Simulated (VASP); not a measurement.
Given:

```yaml
crystal:
  lattice:
    - [0.00000, 2.22361, 2.22361]
    - [2.22361, 0.00000, 2.22361]
    - [2.22361, 2.22361, 0.00000]
  atoms:
    - { symbol: Nb, position: [0.00000, 0.00000, 0.00000] }
    - { symbol: C, position: [0.50000, 0.50000, 0.50000] }
```

Calculation: PBEsol GGA, VASP's PBE PAW potentials (set 64) (plane waves; VASP). Run with 520 eV cut-off, Gaussian smearing of 0.050 eV, potentials Nb_sv C.

Question: What does the run give for the band gap (along the path) with the smallest direct gap where there is one?

Answer: 
```yaml
band gap (along the path): none (metal, semimetal or under 0.01 eV)
```

The absolute energy has meaning only against runs of the same code, potentials and settings.

The structure was generated: NbC was put into the rock salt type (Fm-3m), which need not be its known phase. It was relaxed first, which changed the volume by -37 %. The electron count is odd and the run is not spin-polarised, which forces a metal.
